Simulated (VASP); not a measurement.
# BaIn3Ir (Pm-3m) in VASP: single point with PBE0

Aim: the single point of BaIn3Ir with PBE0.

All numbers are computed with VASP 6.6.1; they aren't measurements. Logs are shortened: lines on timing, memory, paths and dates and some standing lists are left out, and cuts for length are marked.

## Step 1: Starting point

It takes space group Pm-3m (No. 221, cubic). Conventional cell: a = 4.965 Å, b = 4.965 Å, c = 4.965 Å, α = 90.00°, β = 90.00°, γ = 90.00°. Ir (site symmetry m-3m) is surrounded by 6 In at 2.48 Å. Ba (site symmetry m-3m) is surrounded by 12 In at 3.51 Å. In (site symmetry 4/mmm) is surrounded by 2 Ir at 2.48 Å.

The cell was built by a generator and needn't be a form met in nature.

## Step 2: Single point, PBE0, collinear spin, typed start

POSCAR reads:

```
BaIn3Ir
1.0
    4.9652181600      0.0000000000      0.0000000000
    0.0000000000      4.9652181600      0.0000000000
    0.0000000000      0.0000000000      4.9652181600
Ir Ba In
1 1 3
Direct
    0.0000000000      0.0000000000      0.0000000000
    0.5000000000      0.5000000000      0.5000000000
    0.5000000000      0.0000000000      0.0000000000
    0.0000000000      0.5000000000      0.0000000000
    0.0000000000      0.0000000000      0.5000000000
```

INCAR.step1 reads:

```
SYSTEM = BaIn3Ir
ALGO = Normal ; EDIFF = 1E-5
ENCUT = 520 ; GGA = PE
ISIF = 2 ; ISMEAR = -1
ISPIN = 2 ; LASPH = .True.
LCHARG = .False. ; LMAXMIX = 4
LORBIT = 11 ; LREAL = .False.
LWAVE = .True. ; MAGMOM = 1 0 0 0 0
NBANDS = 41 ; NELM = 150
PREC = Accurate ; SIGMA = 0.1
```

INCAR.step2 reads:

```
SYSTEM = BaIn3Ir
AEXX = 0.25 ; ALGO = Normal
EDIFF = 1E-6 ; ENCUT = 520
GGA = PE ; HFRCUT = -1
ISIF = 2 ; ISMEAR = -1
ISPIN = 2 ; ISTART = 1
LASPH = .True. ; LCHARG = .False.
LHFCALC = .True. ; LMAXMIX = 4
LORBIT = 11 ; LREAL = .False.
LWAVE = .False. ; MAGMOM = 1 0 0 0 0
NBANDS = 41 ; NELM = 150
PREC = Accurate ; PRECFOCK = Fast
SIGMA = 0.1
```

KPOINTS reads:

```
k-points
0
Gamma
  2 2 2
  0 0 0
```

Potentials or basis: VASP PAW PBE potentials, release 64 (Ir, Ba_sv, In_d).

Run with:

```
cat potpaw_PBE.64/Ir/POTCAR potpaw_PBE.64/Ba_sv/POTCAR potpaw_PBE.64/In_d/POTCAR > POTCAR
cp INCAR.step1 INCAR
mpirun -np 1 vasp_std > vasp.out
cp INCAR.step2 INCAR
mpirun -np 1 vasp_std > vasp.out
```

OUTCAR:

```text
SYSTEM = BaIn3Ir
   AEXX = 0.25
   EDIFF = 1E-6
   ENCUT = 520
   GGA = PE
   ISIF = 2
   ISMEAR = -1
   ISPIN = 2
   ISTART = 1
   LASPH = .True.
   LHFCALC = .True.
   LORBIT = 11
   LREAL = .False.
   NELM = 150
   PREC = Accurate
   PRECFOCK = Fast

 ion  position               nearest neighbor table
   1  0.000  0.000  0.000-   3 2.48   4 2.48   5 2.48   5 2.48   4 2.48   3 2.48
   2  0.500  0.500  0.500-   3 3.51   4 3.51   5 3.51   3 3.51   4 3.51   3 3.51   5 3.51   3 3.51
                             4 3.51   5 3.51   4 3.51   5 3.51
   3  0.500  0.000  0.000-   1 2.48   1 2.48   4 3.51   5 3.51   2 3.51   5 3.51   2 3.51   4 3.51
                             2 3.51   2 3.51   4 3.51   5 3.51   5 3.51   4 3.51
   4  0.000  0.500  0.000-   1 2.48   1 2.48   3 3.51   5 3.51   2 3.51   5 3.51   2 3.51   3 3.51
                             5 3.51   5 3.51   2 3.51   3 3.51   2 3.51   3 3.51
   5  0.000  0.000  0.500-   1 2.48   1 2.48   3 3.51   4 3.51   2 3.51   3 3.51   4 3.51   2 3.51
                             4 3.51   4 3.51   2 3.51   3 3.51   3 3.51   2 3.51

  LATTYP: Found a simple cubic cell.
 ALAT       =     4.9652181600

  Lattice vectors:

 A1 = (   4.9652181600,   0.0000000000,   0.0000000000)
 A2 = (   0.0000000000,   4.9652181600,   0.0000000000)
 A3 = (   0.0000000000,   0.0000000000,   4.9652181600)

Analysis of symmetry for initial positions (statically):
=====================================================================
 Subroutine PRICEL returns:
 Original cell was already a primitive cell.

 Routine SETGRP: Setting up the symmetry group for a
 simple cubic supercell.

 Subroutine GETGRP returns: Found 48 space group operations
 (whereof 48 operations were pure point group operations)
 out of a pool of 48 trial point group operations.

The static configuration has the point symmetry O_h .

Analysis of symmetry for dynamics (positions and initial velocities):
=====================================================================
 Subroutine PRICEL returns:
 Original cell was already a primitive cell.

 Routine SETGRP: Setting up the symmetry group for a
 simple cubic supercell.

 Subroutine GETGRP returns: Found 48 space group operations
 (whereof 48 operations were pure point group operations)
 out of a pool of 48 trial point group operations.

The dynamic configuration has the point symmetry O_h .

Analysis of structural, dynamic, and magnetic symmetry:
=====================================================================
 Subroutine PRICEL returns:
 Original cell was already a primitive cell.

 Routine SETGRP: Setting up the symmetry group for a
 simple cubic supercell.

 Subroutine GETGRP returns: Found 48 space group operations
 (whereof 48 operations were pure point group operations)
 out of a pool of 48 trial point group operations.

The overall configuration has the point symmetry O_h .

 Subroutine INISYM returns: Found 48 space group operations
 (whereof 48 operations are pure point group operations),
 and found     1 'primitive' translations

----------------------------------------------------------------------------------------

                                     Primitive cell

  volume of cell :     122.4095

  direct lattice vectors                    reciprocal lattice vectors
     4.965218160  0.000000000  0.000000000     0.201401020  0.000000000  0.000000000
     0.000000000  4.965218160  0.000000000     0.000000000  0.201401020  0.000000000
     0.000000000  0.000000000  4.965218160     0.000000000  0.000000000  0.201401020

  length of vectors
     4.965218160  4.965218160  4.965218160     0.201401020  0.201401020  0.201401020

  position of ions in fractional coordinates (direct lattice)
     0.000000000  0.000000000  0.000000000
     0.500000000  0.500000000  0.500000000
     0.500000000  0.000000000  0.000000000
[... 41 lines left out ...]
  0.500000  0.500000  0.000000      3.000000
  0.500000  0.500000  0.500000      1.000000
   k-points           NKPTS =      4   k-points in BZ     NKDIM =      8   number of bands    NBANDS=     41
   number of dos      NEDOS =    301   number of ions     NIONS =      5
   total plane-waves  NPLWV =  64000
   dimension x,y,z NGX =    40 NGY =   40 NGZ =   40
   dimension x,y,z NGXF=    80 NGYF=   80 NGZF=   80
   ions per type =               1   1   3
   NGX,Y,Z   is equivalent  to a cutoff of  13.39, 13.39, 13.39 a.u.
   NGXF,Y,Z  is equivalent  to a cutoff of  26.79, 26.79, 26.79 a.u.
 SYSTEM =  BaIn3Ir
   PREC   = accura    normal or accurate (medium, high low for compatibility)
   ISTART =      1    job   : 0-new  1-cont  2-samecut
   ICHARG =      0    charge: 1-file 2-atom 10-const
   ISPIN  =      2    spin polarized calculation?
   LNONCOLLINEAR =      F non collinear calculations
   LSORBIT =      F    spin-orbit coupling
   LASPH  =      T    aspherical Exc in radial PAW
   ENCUT  =  520.0 eV  38.22 Ry    6.18 a.u.   9.23  9.23  9.23*2*pi/ulx,y,z
   NELM   =    150;   NELMIN=  2; NELMDL=  0     # of ELM steps
   EDIFF  = 0.1E-05   stopping-criterion for ELM
   LREAL  =      F    real-space projection
   EDIFFG = 0.1E-04   stopping-criterion for IOM
   NSW    =      0    number of steps for IOM
   IBRION =     -1    ionic relax: 0-MD 1-quasi-New 2-CG
   NFREE  =      0    steps in history (QN), initial steepest desc. (CG)
   ISIF   =      2    stress and relaxation
   ISYM   =      3    0-nonsym 1-usesym 2-fastsym
   POTIM  = 0.5000    time-step for ionic-motion
   TEBEG  =    0.0;   TEEND  =   0.0 temperature during run
   PSTRESS=    0.0 pullay stress
   NELECT =      58.0000    total number of electrons
   NUPDOWN=      -1.0000    fix difference up-down
   EMIN   =  10.00;   EMAX   =-10.00  energy-range for DOS
   EFERMI =   0.00;   METHOD = LEGACY
   ISMEAR =    -1;   SIGMA  =   0.10  broadening in eV -4-tet -1-fermi 0-gaus
   EFERMI_NEDOS =   21; number of points for ismear=-14 and -15
   IALGO  =     38    algorithm
   IMIX   =      1    mixing-type and parameters
     AMIX     =   0.40;   BMIX     =  1.00
     AMIX_MAG =   1.60;   BMIX_MAG =  1.00
  volume/ion in A,a.u.               =      24.48       165.21
  Fermi-wavevector in a.u.,A,eV,Ry     =   1.276280  2.411819 22.162389  1.628890
  Thomas-Fermi vector in A             =   2.408945
   LORBIT       =     11    0 simple, 1 ext, 2 COOP (PROOUT), +10 PAW based schemes
   GGA     = PE    functional components
   LHFCALC =     T    Hartree Fock is set to
   PRECFOCK=fast      Normal, Fast or Accurate (Low or Medium for compatibility)
   ENCUT4O =  -1.0   cutoff for four orbital integrals eV
   NKREDX  =     1    reduce k-point grid by
   NKREDY  =     1    reduce k-point grid by
   NKREDZ  =     1    reduce k-point grid by
   AEXX    =    0.2500 exact exchange contribution
   HFSCREEN=    0.0000 screening length (either q_TF or 0.3 A-1)
   HFSCREENC=   0.0000 screening length for correlation (either q_TF or 0.3 A-1)
   ENCUTFOCK=  -1.0 apply spherical cutoff to Coloumb kernel
   IVDW    =     0    specifies the selected vdW correction
   LEPSILON=     F    determine dielectric tensor
   LRPA    =     F    only Hartree local field effects (RPA)
 spin polarized calculation
  energy-cutoff  :      520.00
  volume of cell :      122.41
 maximum number of plane-waves:      3328
 NGX is ok and might be reduce to    40
  NGX = 20; NGY = 20; NGZ = 20

 number of electron      58.0000021 magnetization      -0.0000031

 number of electron      58.0000021 magnetization       0.0000018

 Free energy of the ion-electron system (eV)
  ---------------------------------------------------
  ext. energy  EPLUGINS =         0.00000000
  ---------------------------------------------------
  free energy    TOTEN  =       -23.77412233 eV

  energy without entropy =      -23.77145679  energy(sigma->0) =      -23.77278956

 E-fermi :   7.6695     XC(G=0):  -8.3477

 val. band max:        7.0427632633   @ k =   0.5000   0.5000   0.0000
 cond. band min:       8.2709275453   @ k =   0.5000   0.5000   0.5000
 fundamental gap:      1.2281642821
 Fermi energy:         7.6695337516

 spin component 1

 k-point     1 :       0.0000    0.0000    0.0000
  band No.  band energies     occupation
      1     -23.7078      1.00000
      2     -10.1736      1.00000
      3     -10.0795      1.00000
      4     -10.0795      1.00000
      5     -10.0795      1.00000
      6     -10.0500      1.00000
[... 165 lines left out ...]
     40      14.8701      0.00000
     41      18.1493      0.00000
 Fermi energy:         7.6695337516

 spin component 2

 k-point     1 :       0.0000    0.0000    0.0000
  band No.  band energies     occupation
      1     -23.7078      1.00000
      2     -10.1736      1.00000
      3     -10.0795      1.00000
      4     -10.0795      1.00000
      5     -10.0795      1.00000
      6     -10.0500      1.00000
[... 165 lines left out ...]
     40      14.8701      0.00000
     41      18.1470      0.00000

------------------------ aborting loop because EDIFF is reached ----------------------------------------

  FORCE on cell =-STRESS in cart. coord.  units (eV):
  Direction    XX          YY          ZZ          XY          YZ          ZX
  --------------------------------------------------------------------------------------
  -------------------------------------------------------------------------------------
  Total        8.1932887      8.1932887      8.1932887      0.0000000     -0.0000000      0.0000000
  in kB      107.2392671    107.2392671    107.2392671      0.0000000     -0.0000000      0.0000000
  external PRESSURE =     107.2392671 kB  Pullay stress =       0.0000000 kB

 VOLUME and BASIS-vectors are now :
 -----------------------------------------------------------------------------
  energy-cutoff  :      520.00
  volume of cell :      122.41
      direct lattice vectors                 reciprocal lattice vectors
     4.965218160  0.000000000  0.000000000     0.201401020  0.000000000  0.000000000
     0.000000000  4.965218160  0.000000000     0.000000000  0.201401020  0.000000000
     0.000000000  0.000000000  4.965218160     0.000000000  0.000000000  0.201401020

 POSITION                                       TOTAL-FORCE (eV/Angst)
 -----------------------------------------------------------------------------------
      0.00000      0.00000      0.00000         0.000000      0.000000      0.000000
      2.48261      2.48261      2.48261         0.000000      0.000000      0.000000
      2.48261      0.00000      0.00000         0.000000      0.000000      0.000000
      0.00000      2.48261      0.00000         0.000000      0.000000      0.000000
      0.00000      0.00000      2.48261         0.000000      0.000000      0.000000
 -----------------------------------------------------------------------------------
    total drift:                                0.000005     -0.000002      0.000005

  FREE ENERGIE OF THE ION-ELECTRON SYSTEM (eV)
  ---------------------------------------------------
  free  energy   TOTEN  =       -23.7741223297 eV

  energy  without entropy=      -23.7714567892  energy(sigma->0) =      -23.77278956

 total charge

# of ion       s       p       d       tot
------------------------------------------
    1        0.648   0.812   7.364   8.824
    2        2.004   5.538   0.506   8.048
    3        0.971   0.788   9.908  11.667
    4        0.971   0.788   9.908  11.667
    5        0.971   0.788   9.908  11.667
--------------------------------------------------
tot          5.566   8.712  37.594  51.873

 magnetization (x)

# of ion       s       p       d       tot
------------------------------------------
    1        0.000   0.000   0.000   0.000
    2       -0.000  -0.000   0.000  -0.000
    3        0.000   0.000  -0.000   0.000
    4        0.000   0.000  -0.000   0.000
    5        0.000   0.000  -0.000   0.000
--------------------------------------------------
tot          0.000   0.000  -0.000   0.000
```

It took 8.1 min on 1 thread of Intel Xeon Platinum 8488C (Sapphire Rapids), shared host; peak memory 0.31 GiB.

What came out:

| Quantity | Value |
| --- | --- |
| Free energy | -23.7741 eV |
| Pressure | 10.7 GPa |
| Band gap on the k mesh | none (metal or under the smearing width) |
| Net moment | 0.00 μB per cell |
| Valence electrons inside the program's atomic spheres | Ir 8.82; Ba 8.05; In 11.67 |

Caveat: the k mesh is coarse (spacing up to 0.63 Å⁻¹), so the values aren't converged, least of all with exact exchange; the PAW data sets were made with another functional, which shifts forces and pressure a little. Spin-orbit coupling is left out, which matters for the levels of Ba, Ir.
